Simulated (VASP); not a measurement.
Consider the following.

```yaml
crystal:
  lattice:
    - [4.39549, 0.00000, 0.00000]
    - [0.00000, 4.39549, 0.00000]
    - [0.00000, 0.00000, 4.39549]
  atoms:
    - { symbol: Mg, position: [0.00000, 0.50000, 0.50000] }
    - { symbol: Mg, position: [0.50000, 0.00000, 0.50000] }
    - { symbol: Mg, position: [0.50000, 0.50000, 0.00000] }
    - { symbol: Cd, position: [0.00000, 0.00000, 0.00000] }
    - { symbol: O, position: [0.50000, 0.00000, 0.00000] }
    - { symbol: O, position: [0.00000, 0.50000, 0.00000] }
    - { symbol: O, position: [0.00000, 0.00000, 0.50000] }
    - { symbol: O, position: [0.50000, 0.50000, 0.50000] }
```

Method: r2SCAN meta-GGA, VASP's PBE PAW potentials (set 64) (plane waves; VASP 6.6.1). Numerical set-up: 520 eV cut-off, 6×6×6 Γ-centred mesh, tetrahedra with Blöchl corrections, potentials Mg Cd O.

Q: Predict the energy per atom (σ→0), band gap (over mesh and band path) with the smallest direct gap where there is one.

A: 
* **band gap (over mesh and band path)**: 1.82 eV
* **smallest direct gap (over mesh and band path)**: 3.86 eV
* **energy per atom (σ→0)**: -9.478 eV/atom

The structure comes from a computed database's Mg3CdO4 entry (Pm-3m); how it stands against other phases isn't given here. It was relaxed first.
